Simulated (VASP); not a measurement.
Here is a VASP 6.6.1 calculation.

File INCAR:

```
PREC = Accurate ; ENCUT = 520
EDIFF = 1E-7 ; ISMEAR = 1
SIGMA = 0.0146 ; LREAL = False
LASPH = True ; NELM = 100
ALGO = Normal ; ISIF = 2
LWAVE = False ; LCHARG = True
GGA = PE ; LELF = True
LVHAR = True ; NBANDS = 56
```

The input KPOINTS:

```
Automatic mesh
0
Gamma
  6 6 3
```

File POSCAR:

```
CsZn4Hg3
1.0
    4.2676510000      0.0000000000      0.0000000000
    0.0000000000      4.2676510000      0.0000000000
    0.0000000000      0.0000000000     10.7955050000
Cs Zn Hg
1 4 3
Direct
    0.0000000000      0.0000000000      0.5000000000
    0.0000000000      0.5000000000      0.1548700000
    0.5000000000      0.0000000000      0.1548700000
    0.0000000000      0.5000000000      0.8451300000
    0.5000000000      0.0000000000      0.8451300000
    0.5000000000      0.5000000000      0.2837300000
    0.5000000000      0.5000000000      0.7162700000
    0.0000000000      0.0000000000      0.0000000000
```

Potentials or basis: VASP PAW PBE potentials, release 64 (Cs_sv, Zn, Hg).

The run is started by

```sh
$ cat potpaw_PBE.64/Cs_sv/POTCAR potpaw_PBE.64/Zn/POTCAR potpaw_PBE.64/Hg/POTCAR > POTCAR
$ mpirun -np 1 vasp_std > vasp.out
```

(1) Predict the band gap on the k mesh.

(2) Estimate the pressure.

Results:

(1) none (metal or under the smearing width).

(2) 7.0 GPa.

Caveat: forces of over 1 eV/Å show positions far from the minimum, so gaps and moduli don't describe the material at rest.
